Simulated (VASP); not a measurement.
Level of theory: PBE GGA + U (Dudarev), VASP's PBE PAW potentials (set 64) (plane waves; VASP 6.6.1).

VASP ran on this input.

### KPOINTS
```
Automatic mesh
0
Gamma
8 8 6
0 0 0
```

INCAR:
```
! general
SYSTEM    = NiSb
PREC      = Accurate
ENCUT     = 400   ! plane-wave cut-off (eV)
LREAL     = .FALSE.   ! projection in real space or not
LASPH     = .TRUE.   ! aspherical one-centre terms

! electronic loop
EDIFF     = 1E-6   ! SCF stop (eV)
NELM      = 100
ALGO      = Normal
LMAXMIX   = 4

! smearing
ISMEAR    = 1
SIGMA     = 0.1   ! width (eV)

! functional
GGA       = PE

! DFT+U
LDAU      = .TRUE.
LDAUTYPE  = 2   ! Dudarev
LDAUL     = 2 -1
LDAUU     = 5.0 0
LDAUJ     = 0 0
LDAUPRINT = 1

! ions
ISIF      = 2

! output
LWAVE     = .FALSE.
LCHARG    = .FALSE.
LORBIT    = 10
```

**POSCAR**
```
NiSb
1
    1.9621260000    -3.4300150000     0.0000000000
    1.9621260000     3.4300150000     0.0000000000
    0.0000000000     0.0000000000     5.0886950000
Ni Sb
2 2
Direct
  0.0000000000   0.0000000000   0.5000000000
  0.0000000000   0.0000000000   0.0000000000
  0.3333330000   0.6666670000   0.2500000000
  0.6897540000   0.3564200000   0.7500000000
```

POTCAR, in this order: Ni Sb (PBE.64 set). Program: vasp_std.

Output of the run:

File OUTCAR:
```
 ion  position               nearest neighbor table
   1  0.000  0.000  0.500-   4 2.54   2 2.54   2 2.54   3 2.60   3 2.60   3 2.62   4 2.62   4 2.67
  LATTYP: Found a base centered orthorhombic cell.
 ALAT       =     3.9242520000
 B/A-ratio  =     1.7481114872
 C/A-ratio  =     1.2967299246
 Subroutine PRICEL returns:
 Original cell was already a primitive cell.
 Subroutine GETGRP returns: Found  2 space group operations
The static configuration has the point symmetry C_1 .
 The point group associated with its full space group is C_1h.
The dynamic configuration has the point symmetry C_1 .
 Subroutine INISYM returns: Found  2 space group operations
 Subroutine IBZKPT returns following result:
 Found    136 irreducible k-points:

 Following reciprocal coordinates:
            Coordinates               Weight
  0.000000  0.000000  0.000000      1.000000
  0.125000  0.000000  0.000000      2.000000
  0.000000  0.125000  0.000000      2.000000
  0.250000  0.000000  0.000000      2.000000
  0.000000  0.250000  0.000000      2.000000
  0.375000 -0.000000  0.000000      2.000000
 -0.000000  0.375000  0.000000      2.000000
  0.500000  0.000000  0.000000      1.000000
  0.000000  0.500000  0.000000      1.000000
  0.125000  0.125000  0.000000      2.000000
  0.250000  0.125000  0.000000      2.000000
  0.125000  0.250000  0.000000      2.000000
  0.375000  0.125000  0.000000      2.000000
  0.125000  0.375000  0.000000      2.000000
  0.500000  0.125000  0.000000      2.000000
  0.125000  0.500000  0.000000      2.000000
 -0.375000  0.125000  0.000000      2.000000
  0.125000 -0.375000  0.000000      2.000000
 -0.250000  0.125000  0.000000      2.000000
  0.125000 -0.250000  0.000000      2.000000
 -0.125000  0.125000  0.000000      2.000000
  0.250000  0.250000  0.000000      2.000000
...
```

### OSZICAR
```
       N       E                     dE             d eps       ncg     rms          rms(c)
DAV:   1     0.155421893450E+03    0.15542E+03   -0.10942E+04  5184   0.134E+03
DAV:   2    -0.677622532953E+01   -0.16220E+03   -0.15812E+03  5237   0.292E+02
DAV:   3    -0.146654712730E+02   -0.78892E+01   -0.77345E+01  5760   0.845E+01
DAV:   4    -0.148214773976E+02   -0.15601E+00   -0.15563E+00  5657   0.112E+01
DAV:   5    -0.148258358351E+02   -0.43584E-02   -0.43577E-02  6094   0.194E+00    0.890E+00
DAV:   6    -0.146780551739E+02    0.14778E+00   -0.26866E+00  5606   0.305E+01    0.477E+00
DAV:   7    -0.145045175905E+02    0.17354E+00   -0.20309E+00  5623   0.290E+01    0.461E+00
DAV:   8    -0.144121421818E+02    0.92375E-01   -0.67526E-01  5927   0.129E+01    0.502E-01
DAV:   9    -0.144117185131E+02    0.42367E-03   -0.24826E-02  5886   0.157E+00    0.287E-01
DAV:  10    -0.144132445614E+02   -0.15260E-02   -0.50370E-03  6798   0.108E+00    0.128E-01
DAV:  11    -0.144133644372E+02   -0.11988E-03   -0.13100E-03  5868   0.472E-01    0.563E-02
DAV:  12    -0.144133948493E+02   -0.30412E-04   -0.10487E-04  6305   0.123E-01    0.289E-02
DAV:  13    -0.144134012090E+02   -0.63598E-05   -0.25395E-05  7416   0.575E-02    0.859E-03
DAV:  14    -0.144134009341E+02    0.27493E-06   -0.46043E-06  5036   0.305E-02
   1 F= -.14413401E+02 E0= -.14413725E+02  d E =0.972410E-03
```

OUTCAR:
```
------------------------ aborting loop because EDIFF is reached ----------------------------------------
  FORCE on cell =-STRESS in cart. coord.  units (eV):
  Direction    XX          YY          ZZ          XY          YZ          ZX
  --------------------------------------------------------------------------------------
  Total       -0.4361456     -1.0350459      0.1569413      0.4771637      0.0000000      0.0000000
  in kB      -10.2019399    -24.2108955      3.6710346     11.1613999      0.0000000      0.0000000
  external PRESSURE =     -10.2472669 kB  Pullay stress =       0.0000000 kB
  volume of cell :       68.50
      direct lattice vectors                 reciprocal lattice vectors
     1.962126000 -3.430015000  0.000000000     0.254825633 -0.145771957  0.000000000
     1.962126000  3.430015000  0.000000000     0.254825633  0.145771957  0.000000000
     0.000000000  0.000000000  5.088695000     0.000000000  0.000000000  0.196514037
 POSITION                                       TOTAL-FORCE (eV/Angst)
 -----------------------------------------------------------------------------------
      0.00000      0.00000      2.54435         0.263564      0.030581     -0.033183
      0.00000      0.00000      0.00000         0.263564      0.030581      0.033183
      1.96213      1.14334      1.27217         0.058328      0.048358      0.000000
      2.05273     -1.14334      3.81652        -0.585457     -0.109521      0.000000
 -----------------------------------------------------------------------------------
    total drift:                               -0.000048      0.000027     -0.000000
  FREE ENERGIE OF THE ION-ELECTRON SYSTEM (eV)
  ---------------------------------------------------
  free  energy   TOTEN  =       -14.4134009341 eV

  energy  without entropy=      -14.4143733437  energy(sigma->0) =      -14.41372507

 total charge

# of ion       s       p       d       tot
------------------------------------------
    1        0.424   0.447   8.727   9.598
    2        0.424   0.447   8.727   9.598
    3        1.141   1.196   0.068   2.406
    4        1.142   1.197   0.069   2.408
--------------------------------------------------
tot          3.132   3.287  17.591  24.010
```
(Selected blocks of OUTCAR.)

The compound is NiSb in the NiAs type structure. The cell was not relaxed at this level, atoms are displaced from their ideal sites. The run is one of a series of settings (LDAU = .TRUE., LDAUJ = 0 0, LDAUL = 2 -1, LDAUTYPE = 2, LDAUU = 5.0 0 against the base run), some of them coarse on purpose. The run is not spin-polarised, so no magnetic state was tried.
